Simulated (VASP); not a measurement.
These are PBEsol GGA, VASP's PBE PAW potentials (set 64) (plane waves; VASP) values and carry that method's errors.

VASP ran on this input.

### POSCAR
```
CoGe
4.579470
  1.0000000000   0.0000000000   0.0000000000
  0.0000000000   1.0000000000   0.0000000000
  0.0000000000   0.0000000000   1.0000000000
Co Ge
4 4
Cart
  0.1368300000   0.1368300000   0.1368300000
  0.3631700000   0.8631700000   0.6368300000
  0.6368300000   0.3631700000   0.8631700000
  0.8631700000   0.6368300000   0.3631700000
  0.8398100000   0.8398100000   0.8398100000
  0.6601900000   0.1601900000   0.3398100000
  0.3398100000   0.6601900000   0.1601900000
  0.1601900000   0.3398100000   0.6601900000
```

KPOINTS:
```
kpoints
0
gamma
 3 3 3
```

**INCAR**
```
SYSTEM  =  CoGe
PREC  =  Accurate; ENCUT  =  300; LREAL  =  F
LASPH  =  T
EDIFF  =  1E-6; NELM  =  100; ALGO  =  Normal
LMAXMIX  =  4
ISMEAR  =  0; SIGMA  =  0.1
GGA  =  PS
ISIF  =  2
LWAVE  =  F; LCHARG  =  F
```

POTCAR, in this order: Co Ge_d (PBE.64 set). Program: vasp_std.

Output of the run:

File OUTCAR:
```
 ion  position               nearest neighbor table
   1  0.137  0.137  0.137-   5 2.36   6 2.37   7 2.37   8 2.37   7 2.57   8 2.57   6 2.57   3 2.81
                             4 2.81   2 2.81   2 2.81   4 2.81   3 2.81
   2  0.363  0.863  0.637-   6 2.36   5 2.37   7 2.37   8 2.37   7 2.57   8 2.57   5 2.57   1 2.81
                             1 2.81   3 2.81   3 2.81   4 2.81   4 2.81
   3  0.637  0.363  0.863-   7 2.36   6 2.37   5 2.37   8 2.37   8 2.57   6 2.57   5 2.57   1 2.81
                             4 2.81   2 2.81   2 2.81   4 2.81   1 2.81
   4  0.863  0.637  0.363-   8 2.36   6 2.37   7 2.37   5 2.37   6 2.57   5 2.57   7 2.57   1 2.81
                             3 2.81   2 2.81   1 2.81   2 2.81   3 2.81
   5  0.840  0.840  0.840-   1 2.36   2 2.37   3 2.37   4 2.37   3 2.57   4 2.57   2 2.57   6 2.84
                             7 2.84   8 2.84   6 2.84   8 2.84   7 2.84
   6  0.660  0.160  0.340-   2 2.36   1 2.37   3 2.37   4 2.37   3 2.57   4 2.57   1 2.57   8 2.84
                             5 2.84   5 2.84   7 2.84   7 2.84   8 2.84
   7  0.340  0.660  0.160-   3 2.36   2 2.37   1 2.37   4 2.37   4 2.57   2 2.57   1 2.57   8 2.84
                             5 2.84   8 2.84   6 2.84   6 2.84   5 2.84
   8  0.160  0.340  0.660-   4 2.36   2 2.37   3 2.37   1 2.37   2 2.57   1 2.57   3 2.57   7 2.84
                             5 2.84   7 2.84   5 2.84   6 2.84   6 2.84
  LATTYP: Found a simple cubic cell.
 ALAT       =     4.5794700000
 Subroutine PRICEL returns:
 Original cell was already a primitive cell.
 Subroutine GETGRP returns: Found 12 space group operations
The static configuration has the point symmetry C_3 .
 The point group associated with its full space group is T   .
The dynamic configuration has the point symmetry C_3 .
...
```

OSZICAR:
```
       N       E                     dE             d eps       ncg     rms          rms(c)
DAV:   1     0.779933287112E+03    0.77993E+03   -0.27666E+04   525   0.324E+03
DAV:   2     0.949654398504E+02   -0.68497E+03   -0.66136E+03   440   0.755E+02
DAV:   3    -0.492377294446E+02   -0.14420E+03   -0.13916E+03   447   0.223E+02
DAV:   4    -0.578895299637E+02   -0.86518E+01   -0.85795E+01   499   0.639E+01
DAV:   5    -0.580789771530E+02   -0.18945E+00   -0.18921E+00   506   0.100E+01    0.225E+01
DAV:   6    -0.624280954051E+02   -0.43491E+01   -0.83722E+01   556   0.726E+01    0.241E+01
DAV:   7    -0.532281643530E+02    0.91999E+01   -0.36120E+01   461   0.564E+01    0.478E+00
DAV:   8    -0.532861066598E+02   -0.57942E-01   -0.33145E+00   496   0.799E+00    0.227E+00
DAV:   9    -0.532206832368E+02    0.65423E-01   -0.25572E-01   520   0.464E+00    0.460E-01
DAV:  10    -0.532193489749E+02    0.13343E-02   -0.24994E-02   514   0.128E+00    0.210E-01
DAV:  11    -0.532189929683E+02    0.35601E-03   -0.19916E-03   561   0.418E-01    0.917E-02
DAV:  12    -0.532190162548E+02   -0.23286E-04   -0.20182E-04   569   0.135E-01    0.230E-02
DAV:  13    -0.532190147155E+02    0.15393E-05   -0.18454E-05   601   0.465E-02    0.383E-03
DAV:  14    -0.532190146941E+02    0.21373E-07   -0.21287E-06   323   0.125E-02
   1 F= -.53219015E+02 E0= -.53214417E+02  d E =-.919625E-02
```

File OUTCAR:
```
------------------------ aborting loop because EDIFF is reached ----------------------------------------
  FORCE on cell =-STRESS in cart. coord.  units (eV):
  Direction    XX          YY          ZZ          XY          YZ          ZX
  --------------------------------------------------------------------------------------
  Total       -1.4140429     -1.4140429     -1.4140429      0.0000000      0.0000000     -0.0000000
  in kB      -23.5899767    -23.5899767    -23.5899767      0.0000000      0.0000000     -0.0000000
  external PRESSURE =     -23.5899767 kB  Pullay stress =       0.0000000 kB
  volume of cell :       96.04
      direct lattice vectors                 reciprocal lattice vectors
     4.579470000  0.000000000  0.000000000     0.218365881  0.000000000  0.000000000
     0.000000000  4.579470000  0.000000000     0.000000000  0.218365881  0.000000000
     0.000000000  0.000000000  4.579470000     0.000000000  0.000000000  0.218365881
 POSITION                                       TOTAL-FORCE (eV/Angst)
 -----------------------------------------------------------------------------------
      0.62661      0.62661      0.62661         0.023012      0.023012      0.023012
      1.66313      3.95286      2.91634        -0.023012     -0.023012      0.023012
      2.91634      1.66313      3.95286         0.023012     -0.023012     -0.023012
      3.95286      2.91634      1.66313        -0.023012      0.023012     -0.023012
      3.84588      3.84588      3.84588         0.002303      0.002303      0.002303
      3.02332      0.73359      1.55615        -0.002303     -0.002303      0.002303
      1.55615      3.02332      0.73359         0.002303     -0.002303     -0.002303
      0.73359      1.55615      3.02332        -0.002303      0.002303     -0.002303
 -----------------------------------------------------------------------------------
    total drift:                                0.000003      0.000004     -0.000000
  FREE ENERGIE OF THE ION-ELECTRON SYSTEM (eV)
  ---------------------------------------------------
  free  energy   TOTEN  =       -53.2190146941 eV

  energy  without entropy=      -53.2098184396  energy(sigma->0) =      -53.21441657
```
(Selected blocks of OUTCAR.)

At this cut-off the stress carries a Pulay error, which pulls relaxed volumes low.

The structure comes from a computed database's CoGe entry; how it stands against other phases isn't given here. The cell was not relaxed at this level. The k-mesh is coarse (spacing up to 0.46 per Å, 2π included), so the numbers may not be converged in it. The run is one of a series of settings (KPOINTS 3×3×3 Γ-centred mesh against the base run), some of them coarse on purpose. The run is not spin-polarised, so no magnetic state was tried.
